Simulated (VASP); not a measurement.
Energy against volume of TiN (rock salt). Method: vdW-DF2, VASP's PBE PAW potentials (set 64) (plane waves; VASP). Run with 520 eV cut-off, 14×14×14 Γ-centred mesh, first-order Methfessel-Paxton smearing of 0.10 eV, potentials Ti_sv N.

| V (Å³/atom) | E (eV/atom) |
|---|---|
| 9.513 | -7.19535 |
| 9.817 | -7.21954 |
| 10.121 | -7.22738 |
| 10.424 | -7.22129 |

Q: Fit these four points and predict the energy of the run at 10.728 Å³/atom.

A: A cubic in V^(−2/3), the third-order Birch-Murnaghan form, passes through the four points with V0 = 10.13 Å³/atom and B0 = 244 GPa, and gives -7.2033 eV/atom there. The run gave -7.2033 eV/atom, -0.1 meV/atom from the fit; all five points give B0 = 243 GPa.

The compound is TiN in the rock salt structure. It was relaxed first, which changed the volume by +6 %.
